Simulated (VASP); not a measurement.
Given:

```
CELL_PARAMETERS angstrom
      1.79030    -3.10090     0.00000
      1.79030     3.10090     0.00000
      0.00000     0.00000     4.66087
ATOMIC_POSITIONS crystal
  Pt 0.00000 0.00000 0.00000
  S  0.33333 0.66667 0.25860
  S  0.66667 0.33333 0.74140
```

Computed with PBE GGA with D3 dispersion (Becke-Johnson damping), VASP's PBE PAW potentials (set 64) (plane waves; VASP 6.6.1). Settings: 520 eV cut-off, 9×9×6 Γ-centred mesh, first-order Methfessel-Paxton smearing of 0.10 eV, potentials Pt S.

Estimate the energy per atom (σ→0).

The energy per atom (σ→0) is -536.1 kJ/mol of atoms.

The compound is PtS2 in the 1T layered structure. It was relaxed first, which changed the volume by -5 %. The start is the result of an earlier pass.
